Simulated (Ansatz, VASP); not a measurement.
## Cross-check of Bi8Te29O70 (amorphous Bi7.5O65.4Te27.1) between VASP and Ansatz

Wanted: the spread between two codes on one cell, functional and k mesh. The structure shown is the start of the Ansatz relaxation below; VASP solves that cell, so the two are compared at the walk's first step.

Main program and level: Ansatz 0.2.0; plane waves, with VASP 6.6.1 beside it; r2SCAN.

### 1. The structure

The cell holds 107 atoms: 8 Bi, 70 O and 29 Te. Its edges and angles: a = 12.137 Å, b = 12.137 Å, c = 12.137 Å, α = 90.0°, β = 90.0°, γ = 90.0°. 107 atoms (8 Bi, 70 O, 29 Te) packed at random and pushed apart as soft spheres at 6.03 g/cm^3; MD (Langevin at fixed volume unless said) with the MACE-MP-0b2 small potential (Batatia et al., arXiv:2401.00096), steps of 2 fs: 1 ps at 1800 K, 1800 to 1350 K in 0.6 ps, 1350 to 300 K in 6 ps; then atoms relaxed; then 150 steps at 300 K.

### 2. Ansatz: relaxation, r2SCAN

Ansatz runs on its default PAW (the set named soft_2) files.

The two programs are compared at the cell with which this relaxation starts, whose forces are those of its first step.

The input, input.yaml:

```yaml
crystal:
  lattice:
    - [12.13689, 0.0, 0.0]
    - [0.0, 12.13689, 0.0]
    - [0.0, 0.0, 12.13689]
  atoms:
    - { symbol: Bi, position: [0.1357, 0.47866, 0.7997] }
    - { symbol: Bi, position: [0.19647, 0.69471, 0.99744] }
    - { symbol: Bi, position: [0.21003, 0.49043, 0.24361] }
    - { symbol: Bi, position: [0.03105, 0.37942, 0.53144] }
    - { symbol: Bi, position: [0.23733, 0.18992, 0.72739] }
    - { symbol: Bi, position: [0.63318, 0.721, 0.89275] }
    - { symbol: Bi, position: [0.10194, 0.90459, 0.25155] }
    - { symbol: Bi, position: [0.871, 0.57306, 0.05413] }
    - { symbol: O, position: [0.08552, 0.88299, 0.43537] }
    - { symbol: O, position: [0.90441, 0.99796, 0.61466] }
    - { symbol: O, position: [0.60509, 0.57268, 0.78339] }
    - { symbol: O, position: [0.58671, 0.89445, 0.50228] }
    - { symbol: O, position: [0.45578, 0.37842, 0.82369] }
    - { symbol: O, position: [0.1276, 0.5238, 0.45781] }
    - { symbol: O, position: [0.08835, 0.70927, 0.29211] }
    - { symbol: O, position: [0.30709, 0.71678, 0.13472] }
    - { symbol: O, position: [0.3155, 0.91912, 0.12126] }
    - { symbol: O, position: [0.65311, 0.63351, 0.57238] }
    - { symbol: O, position: [0.21112, 0.41244, 0.62994] }
    - { symbol: O, position: [0.98456, 0.26832, 0.11652] }
    - { symbol: O, position: [0.20923, 0.36234, 0.11348] }
    - { symbol: O, position: [0.64595, 0.73157, 0.32598] }
    - { symbol: O, position: [0.23056, 0.62964, 0.68983] }
    - { symbol: O, position: [0.59121, 0.04759, 0.85298] }
    - { symbol: O, position: [0.02694, 0.16935, 0.66094] }
    - { symbol: O, position: [0.9002, 0.59264, 0.60135] }
    - { symbol: O, position: [0.04268, 0.64996, 0.8526] }
    - { symbol: O, position: [0.31007, 0.38497, 0.34021] }
    - { symbol: O, position: [0.43077, 0.23256, 0.43032] }
    - { symbol: O, position: [0.13952, 0.22278, 0.4709] }
[... 71 atom lines left out ...]
    - { symbol: Te, position: [0.18138, 0.19419, 0.31276] }
    - { symbol: Te, position: [0.98524, 0.08908, 0.81917] }
    - { symbol: Te, position: [0.9354, 0.72445, 0.77293] }
    - { symbol: Te, position: [0.26402, 0.54126, 0.54545] }
    - { symbol: Te, position: [0.77168, 0.95351, 0.54611] }
    - { symbol: Te, position: [0.07081, 0.71481, 0.44705] }
kpoints:
  mp_grid: { grid: [1, 1, 1] }
hamiltonian:
  xc: r2scan
scf:
  occupations: { method: gaussian, width: 0.05 }
output:
  forces: true
relax:
  f_tol: 0.05
  max_steps: 69
  cell: {}
```

The run is started by

```
$ ansatz run input.yaml --threads 4 --pin off --max-ram 8192MiB --backend cpu --events-out ev --progress --plain --runs-dir out
```

Numbers of over 12 decimals in the logs are rounded to 6 here.

Log:

```text
Engine: ansatz 0.2.0, aarch64-unknown-linux-gnu
Pseudopotentials: kind: paw
Pseudopotential: Bi, paw, valence charge 15, recommended cutoff 500 eV (meta_gga), Bi.paw.azcp
Pseudopotential: O, paw, valence charge 6, recommended cutoff 500 eV (meta_gga), O.paw.azcp
Pseudopotential: Te, paw, valence charge 16, recommended cutoff 500 eV (meta_gga), Te.paw.azcp
Functional definition: r2SCAN
  parameter k0 = 0.174
  parameter k1 = 0.065
  parameter a1 = 4.9479
  exchange = r2scan_x(k0 = k0, k1 = k1, a1 = a1)
  correlation = r2scan_c
Crystal: 107 atoms, lattice volume = 1787.814 Å³
Basis set: ecut = 500 eV, 45385 PW (Γ), exchange–correlation on 360×360×360 points (64 copies of the dense FFT grid, shifted against one another)
Bands: 609, of which v1, the nominal top of the filled ones, is band 502 counted from 1 (501 counted from 0)
Symmetry: 1 space group operations
Space group: P1 (ITA 1), of the structure as read, at distance tolerance 1.2e-4 Å
k-points: 1
Non-local potential: Bi, projectors of the file, l = 0: 2, l = 1: 2, l = 2: 2, l = 3: 2
Non-local potential: O, projectors of the file, l = 0: 2, l = 1: 2, l = 2: 1
Non-local potential: Te, projectors of the file, l = 0: 2, l = 1: 2, l = 2: 2, l = 3: 2
PAW form: soft (Blöchl's): semilocal exchange-correlation on the pseudo side does not see the compensation charge
PAW frozen core: Bi, regenerated for the run's functional (the file was generated under x = pbe(κ = 0.804, μ = 0.219515), c = pbe(β = 0.066725))
PAW frozen core: O, regenerated for the run's functional (the file was generated under x = pbe(κ = 0.804, μ = 0.219515), c = pbe(β = 0.066725))
PAW frozen core: Te, regenerated for the run's functional (the file was generated under x = pbe(κ = 0.804, μ = 0.219515), c = pbe(β = 0.066725))
PAW one-centre angular grid: Bi, 590 points (default); XC on 160 Gauss nodes
PAW one-centre angular grid: O, 302 points (default); XC on 160 Gauss nodes
PAW one-centre angular grid: Te, 590 points (default); XC on 160 Gauss nodes
Initial density: superposition of atomic densities (neutral atoms: chi_scale 0, normalization atom), corrected by the library's trained network
Initial wavefunctions: pseudopotential atomic-orbital guess
Functional: x = r2scan, c = r2scan; τ floored in thin density (d = 2e-4 eV/Å³)
SCF iter   1: F=—  HF=-341859.011318 eV  |F-HF|=—  |Δ(HF+E_count)|=         —  Δρ=9.71e-3  dr2=2.31e0  dr2_τ=4.52e0  ethr=1.77e-3  ⟨swp⟩=6.0  Hψ=2461  notcnv=0
preconditioner: auto → Resta (q_TF=auto, 2.478 Å⁻¹)  ε∞=3.7  [insulator: Δε(μ)=2.466 eV  Ē_g=14.411 eV  σ=0.050 eV  W_gap=1.00  n_scr=460 (ndim 8)  ℏωp=23.5 eV  f_vac=0.128  D(μ)=0.00/eV (n_scr^D=0)  ε∞_Penn≈3.7]
SCF iter   2: F=—  HF=-341860.431618 eV  |F-HF|=—  |Δ(HF+E_count)|=    1.42e0  Δρ=5.59e-3  dr2=3.48e-1  dr2_τ=5.90e-2  ethr=2.31e-4  ⟨swp⟩=2.0  Hψ=990  notcnv=0  defer=102
SCF iter   3: F=—  HF=-341860.413841 eV  |F-HF|=—  |Δ(HF+E_count)|=   1.78e-2  Δρ=2.40e-3  dr2=9.99e-2  dr2_τ=8.87e-3  ethr=3.47e-5  ⟨swp⟩=2.0  Hψ=777  notcnv=0  defer=75
automatic band count: iteration 3 solves 582 bands in place of 609: the levels show a gap, and the empty bands left out lie too high to hold charge; the band table lists the bands solved (type scf.n_extra_bands for more)
SCF iter   4: F=—  HF=-341860.406573 eV  |F-HF|=—  |Δ(HF+E_count)|=   7.27e-3  Δρ=9.19e-4  dr2=1.47e-2  dr2_τ=2.38e-3  ethr=9.95e-6  ⟨swp⟩=2.0  Hψ=775  notcnv=0  defer=75
SCF iter   5: F=—  HF=-341860.405246 eV  |F-HF|=—  |Δ(HF+E_count)|=   1.33e-3  Δρ=2.84e-4  dr2=1.26e-3  dr2_τ=1.30e-4  ethr=1.46e-6  ⟨swp⟩=2.0  Hψ=792  notcnv=0  defer=75
SCF iter   6: F=—  HF=-341860.405760 eV  |F-HF|=—  |Δ(HF+E_count)|=   5.14e-4  Δρ=1.26e-4  dr2=2.93e-4  dr2_τ=3.18e-5  ethr=1.26e-7  ⟨swp⟩=2.0  Hψ=824  notcnv=0  defer=75
SCF iter   7: F=—  HF=-341860.405812 eV  |F-HF|=—  |Δ(HF+E_count)|=   5.19e-5  Δρ=5.51e-5  dr2=5.69e-5  dr2_τ=6.39e-6  ethr=2.92e-8  ⟨swp⟩=2.0  Hψ=824  notcnv=0  defer=75
SCF iter   8: F=—  HF=-341860.406629 eV  |F-HF|=—  |Δ(HF+E_count)|=   8.17e-4  Δρ=1.94e-5  dr2=7.51e-6  dr2_τ=6.67e-7  ethr=5.67e-9  ⟨swp⟩=2.0  Hψ=866  notcnv=0  defer=75
SCF iter   9: F=—  HF=-341860.406631 eV  |F-HF|=—  |Δ(HF+E_count)|=   1.79e-6  Δρ=9.00e-6  dr2=1.48e-6  dr2_τ=1.48e-7  ethr=7.48e-10  ⟨swp⟩=2.0  Hψ=811  notcnv=0  defer=75
SCF iter  10: F=—  HF=-341860.406631 eV  |F-HF|=—  |Δ(HF+E_count)|=   6.83e-7  Δρ=5.33e-6  dr2=5.38e-7  dr2_τ=6.09e-8  ethr=1.48e-10  ⟨swp⟩=2.0  Hψ=824  notcnv=0  defer=75
SCF iter  11: F=-341860.406631 eV  HF=-341860.406631 eV  |F-HF|=1.35e-8  |Δ(HF+E_count)|=   7.62e-8  Δρ=1.37e-6  dr2=4.04e-8  dr2_τ=3.23e-9  ethr=9.96e-12  ⟨swp⟩=3.0  Hψ=2042  notcnv=0
SCF 1 converged in 11 iterations: F = -341860.406631 eV  dr2 = 4.04e-8
  greatest PAW one-centre occupation: 0.998 electrons in one spin orbital (limit 2), on the Te atom at site 91 (counted from 0), in its partial waves of l = 2
[...]
atoms:
    - { symbol: Bi, position: [0.115357, 0.475700, 0.789144] }
    - { symbol: Bi, position: [0.162850, 0.691843, 0.992394] }
    - { symbol: Bi, position: [0.174737, 0.487070, 0.255715] }
    - { symbol: Bi, position: [0.050496, 0.367277, 0.510431] }
    - { symbol: Bi, position: [0.226278, 0.204631, 0.742117] }
    - { symbol: Bi, position: [0.625656, 0.742138, 0.901537] }
    - { symbol: Bi, position: [0.128446, 0.899902, 0.231042] }
    - { symbol: Bi, position: [0.835084, 0.589753, 0.082107] }
    - { symbol: O, position: [0.090312, 0.878382, 0.411563] }
    - { symbol: O, position: [0.928921, 0.972861, 0.610377] }
    - { symbol: O, position: [0.556519, 0.607842, 0.812871] }
    - { symbol: O, position: [0.596517, 0.869077, 0.541076] }
    - { symbol: O, position: [0.435715, 0.372244, 0.828692] }
    - { symbol: O, position: [0.127644, 0.531701, 0.453330] }
    - { symbol: O, position: [0.074257, 0.722009, 0.274442] }
    - { symbol: O, position: [0.285851, 0.743743, 0.121125] }
    - { symbol: O, position: [0.333578, 0.947472, 0.105541] }
    - { symbol: O, position: [0.667278, 0.626478, 0.615652] }
    - { symbol: O, position: [0.203829, 0.436789, 0.631838] }
    - { symbol: O, position: [0.980148, 0.279128, 0.130001] }
    - { symbol: O, position: [0.179359, 0.391583, 0.100419] }
    - { symbol: O, position: [0.639069, 0.794446, 0.323052] }
    - { symbol: O, position: [0.225374, 0.639308, 0.677875] }
    - { symbol: O, position: [0.584850, 0.063613, 0.834946] }
    - { symbol: O, position: [0.040371, 0.149945, 0.657181] }
    - { symbol: O, position: [0.901714, 0.579377, 0.658254] }
    - { symbol: O, position: [0.016506, 0.646259, 0.853401] }
    - { symbol: O, position: [0.285255, 0.396208, 0.364198] }
    - { symbol: O, position: [0.423560, 0.208783, 0.445321] }
    - { symbol: O, position: [0.153666, 0.177121, 0.475103] }
    - { symbol: O, position: [0.851360, 0.754883, 0.431352] }
    - { symbol: O, position: [0.250891, 0.137990, 0.149214] }
[...]
- { symbol: O, position: [0.808755, 0.228459, 0.696421] }
    - { symbol: O, position: [0.540310, 0.984439, 0.069838] }
    - { symbol: O, position: [0.789359, 0.634235, 0.247161] }
    - { symbol: O, position: [0.482198, 0.486962, 0.440974] }
    - { symbol: O, position: [0.439858, 0.659057, 0.618476] }
    - { symbol: O, position: [0.090579, 0.076501, 0.284584] }
    - { symbol: O, position: [0.768337, 0.413597, 0.603659] }
    - { symbol: O, position: [0.203949, 0.328559, 0.860164] }
    - { symbol: Te, position: [0.090520, 0.298484, 0.017772] }
    - { symbol: Te, position: [0.577995, 0.971406, 0.702214] }
    - { symbol: Te, position: [0.684117, 0.330893, 0.044620] }
    - { symbol: Te, position: [0.389399, 0.091073, 0.096781] }
    - { symbol: Te, position: [0.548022, 0.557089, 0.667965] }
    - { symbol: Te, position: [0.048365, 0.070175, 0.524118] }
    - { symbol: Te, position: [0.362047, 0.415088, 0.957319] }
    - { symbol: Te, position: [0.332458, 0.720003, 0.762853] }
    - { symbol: Te, position: [0.541805, 0.764036, 0.449570] }
    - { symbol: Te, position: [0.871259, 0.337032, 0.796192] }
    - { symbol: Te, position: [0.513927, 0.220237, 0.823578] }
    - { symbol: Te, position: [0.282663, 0.909636, 0.532747] }
    - { symbol: Te, position: [0.874345, 0.058318, 0.234487] }
    - { symbol: Te, position: [0.531801, 0.565986, 0.142646] }
    - { symbol: Te, position: [0.671295, 0.034047, 0.017148] }
    - { symbol: Te, position: [0.439095, 0.398795, 0.329668] }
    - { symbol: Te, position: [0.929715, 0.879354, -7.465462599714513e-5] }
    - { symbol: Te, position: [0.764397, 0.253812, 0.542541] }
    - { symbol: Te, position: [0.921718, 0.375236, 0.235018] }
    - { symbol: Te, position: [0.448992, 0.073470, 0.404059] }
    - { symbol: Te, position: [0.810548, 0.544409, 0.534393] }
    - { symbol: Te, position: [0.418121, 0.815868, 0.120542] }
    - { symbol: Te, position: [0.790404, 0.777845, 0.291765] }
    - { symbol: Te, position: [0.205533, 0.167943, 0.312827] }
    - { symbol: Te, position: [0.990739, 0.076886, 0.810566] }
    - { symbol: Te, position: [0.913732, 0.720404, 0.762171] }
    - { symbol: Te, position: [0.260238, 0.554244, 0.540367] }
    - { symbol: Te, position: [0.790333, 0.954468, 0.547225] }
    - { symbol: Te, position: [0.071119, 0.728127, 0.429873] }
```

Reading the cycles: dr2 is the Hartree energy of the density residual (eV), the measure of convergence; HF is the Harris–Foulkes estimate of the energy, which meets the free energy F at convergence.

### 3. VASP: single point, r2SCAN, start cell

The same cell, functional, mesh and smearing now go to VASP, with its own data sets.

Lines of VASP's logs that name or quote its potential files are left out, and so is its time.

The input, INCAR:

```
SYSTEM = Bi8Te29O70
PREC = Accurate
ENCUT = 580
EDIFF = 1E-06
NELM = 120
ISMEAR = 0
SIGMA = 0.05
LREAL = Auto
ALGO = Normal
METAGGA = R2SCAN
LASPH = .TRUE.
NBANDS = 432
LORBIT = 11
LWAVE = .FALSE.
LCHARG = .FALSE.
ISIF = 2
GGA_COMPAT = .FALSE.
EFERMI = MIDGAP
LMIXTAU = .TRUE.
NCORE = 2
```

The input, POSCAR:

```
Bi8Te29O70
1.0
   12.1368900000      0.0000000000      0.0000000000
    0.0000000000     12.1368900000      0.0000000000
    0.0000000000      0.0000000000     12.1368900000
Bi O Te
8 70 29
Direct
    0.1357019797      0.4786563939      0.7997023949
    0.1964671345      0.6947084467      0.9974383883
    0.2100290931      0.4904304150      0.2436126553
    0.0310458445      0.3794217464      0.5314376253
    0.2373260366      0.1899168568      0.7273939205
    0.6331770330      0.7210001903      0.8927492957
    0.1019371519      0.9045892317      0.2515471426
    0.8709974301      0.5730627863      0.0541324837
    0.0855161413      0.8829939136      0.4353668856
    0.9044079661      0.9979574669      0.6146632292
    0.6050891126      0.5726837765      0.7833884957
    0.5867071383      0.8944466004      0.5022785903
    0.4557839776      0.3784165466      0.8236871225
    0.1276027055      0.5237997543      0.4578108560
    0.0883504753      0.7092673659      0.2921094284
    0.3070885540      0.7167816467      0.1347214978
    0.3155009232      0.9191234328      0.1212584113
    0.6531080038      0.6335066067      0.5723789208
    0.2111166864      0.4124367939      0.6299389712
    0.9845602951      0.2683224450      0.1165207891
    0.2092298768      0.3623415883      0.1134804715
    0.6459480147      0.7315712674      0.3259813675
    0.2305615359      0.6296423548      0.6898307557
    0.5912140590      0.0475904453      0.8529779869
    0.0269426517      0.1693514566      0.6609436190
    0.9001976618      0.5926394653      0.6013484509
    0.0426797969      0.6499605747      0.8525989772
    0.3100711962      0.3849668243      0.3402107130
    0.4307693322      0.2325636963      0.4303161683
    0.1395167955      0.2227835961      0.4709031721
[... 71 atom lines left out ...]
    0.1813808974      0.1941930758      0.3127572220
    0.9852441606      0.0890837768      0.8191719625
    0.9353961353      0.7244524751      0.7729327694
    0.2640215080      0.5412589222      0.5454527478
    0.7716803893      0.9535062112      0.5461118952
    0.0708089140      0.7148124437      0.4470502740
```

The input, KPOINTS:

```
Automatic mesh
0
Gamma
1 1 1
0 0 0
```

PAW data sets: Bi_d, O and Te (PBE family, release 64).

The run is started by

```
$ mpirun -np 8 vasp_gam
```

Log:

```text
[banner, memory and clock lines left out]
running    8 mpi-ranks, on    1 nodes
[...]
|                                                                             |
|               ----> ADVICE to this user running VASP <----                  |
|                                                                             |
|     You enforced a specific xc type in the INCAR file but a different       |
|     [... a line on the potential file left out ...]
|     I HOPE YOU KNOW WHAT YOU ARE DOING!                                     |
|                                                                             |

 LDA part: xc-table for (None), standard interpolation
 POSCAR, INCAR and KPOINTS ok, starting setup
[...]
entering main loop
       N       E                     dE             d eps       ncg     rms          rms(c)
DAV:   1     0.831260193497E+04    0.83126E+04   -0.41268E+05   864   0.193E+03
DAV:   2    -0.489630566763E+03   -0.88022E+04   -0.84400E+04   984   0.475E+02
DAV:   3    -0.195237918548E+04   -0.14627E+04   -0.14018E+04   984   0.207E+02
DAV:   4    -0.207819499864E+04   -0.12582E+03   -0.12378E+03  1128   0.631E+01
[...]
DAV:  24    -0.173041427007E+04    0.10743E-04   -0.20134E-06   616   0.408E-03    0.154E-01
DAV:  25    -0.173041430600E+04   -0.35932E-04   -0.16118E-05   872   0.935E-03    0.921E-02
DAV:  26    -0.173041430587E+04    0.12367E-06   -0.11495E-06   576   0.296E-03
   1 F= -.17304143E+04 E0= -.17304143E+04  d E =0.000000E+00
```

Parts of OUTCAR (step 3):

```text
  Total      -29.1922083    -28.0871990    -23.6757353     14.0525868     -3.4974817     -3.4095772
  in kB      -26.1610569    -25.1707853    -21.2173827     12.5934468     -3.1343232     -3.0555462
  external PRESSURE =     -24.1830750 kB  Pullay stress =       0.0000000 kB

 POSITION                                       TOTAL-FORCE (eV/Angst)
 -----------------------------------------------------------------------------------
      1.64700      5.80940      9.70590        -0.466317      0.068223     -0.414091
      2.38450      8.43160     12.10580        -0.997174      0.483673      0.800639
      2.54910      5.95230      2.95670         0.475558     -0.425504      0.098172
[...]
4.77840      0.30370      6.58780        -0.090435      0.292180      0.413195
      6.10530      2.70870     12.02010         0.683699     -0.371674     -2.025121
      7.81400      5.66110      2.58990        -1.011161      0.552614     -0.710933
      9.71190      0.96260      4.69100         0.432667     -0.441308     -1.503573
      4.92590      1.75630      2.62420        -0.230010     -1.095787     -0.636484
      8.38510      7.46610      0.57990        -0.231696      0.134728     -0.879916
      5.43940     10.62210      4.07240         0.120683     -1.524485      0.916488
      3.66080      6.51280     11.04180        -0.278538      0.173794     -0.131947
     10.91760      5.58530      4.90650         0.585988     -0.309202      0.223184
      1.97430      0.20490      7.29480         0.311915      0.080208     -0.061537
[...]
-----------------------------------------------------------------------------------
    total drift:                                0.002092     -0.015327     -0.006984

  FREE ENERGIE OF THE ION-ELECTRON SYSTEM (eV)
  ---------------------------------------------------
  free  energy   TOTEN  =     -1730.4143058736 eV

  energy  without entropy=    -1730.4143058736  energy(sigma->0) =    -1730.41430587

[... 3 further parts left out ...]
[key lines of the parts left out:]
E-fermi :   5.2250
```

The run ends at a pressure of -2.42 GPa, with forces up to 2.6 eV/Å.

### 4. Differences

Known differences besides the potentials themselves: VASP keeps PBE cores, Ansatz makes them for the functional; the data sets hold 1004 valence electrons in Ansatz (on its default PAW (the set named soft_2) files) and 714 in VASP; the cutoff is 500 eV in Ansatz and 580 eV in VASP (PREC = Accurate, projectors in real space). Total energies have different zeros and are not compared.

Forces on 10 of the 107 atoms, those with the largest forces and the largest differences (eV/Å; atoms numbered as in POSCAR):

```tsv
atom	Ansatz x, y, z	VASP x, y, z
Bi2	-0.912, 0.568, 0.791	-0.997, 0.484, 0.801
Bi3	0.518, -0.565, 0.111	0.476, -0.426, 0.098
Bi8	-0.523, -0.148, 0.681	-0.471, -0.090, 0.574
O53	0.692, -0.379, -2.013	0.684, -0.372, -2.025
Te81	0.903, 2.099, 0.605	0.873, 2.119, 0.607
Te83	-0.003, 2.504, -0.384	-0.006, 2.514, -0.413
Te87	1.134, 1.814, -1.429	1.120, 1.809, -1.420
Te92	0.802, -1.260, 1.689	0.796, -1.245, 1.678
Te93	0.943, -1.286, -1.546	0.935, -1.249, -1.608
Te99	1.385, -0.737, 1.768	1.391, -0.727, 1.767
```

The forces differ by 32 meV/Å r.m.s., which is 4.5 % of the r.m.s. force of 0.707 eV/Å (both taken over all components). VASP's last cycles still show a density residual of 9e-03, so its state may not be settled.

### 5. Summary of results

```json
{"r.m.s. force difference (single point, r2SCAN, start cell)": "4.5 % of the r.m.s. force"}
```

What this shows: The r.m.s. force difference is 4.5 % of the r.m.s. force (single point, r2SCAN, start cell), beyond the 3 % picked in this series as the mark of a large difference. The data sets hold unlike numbers of valence electrons (1004 in Ansatz and 714 in VASP), so part of the differences may come from the potentials. What causes the difference of the single point, r2SCAN, start cell pair stays open here. How closely two codes agree says nothing of how well the functional describes the real material.

[Lines on the potential files, build, host, timing and source positions are cut from VASP's logs without a mark.]

[Logs are printed without paths, hosts, clocks, repeated set-up lines and the standing remarks that a program may print on its own settings, such as how far it seeks lower states.]

[Hosts, paths, dates, database ids (printed as entryN), source tags and the programs' standing remarks are cut or masked in the printed files.]
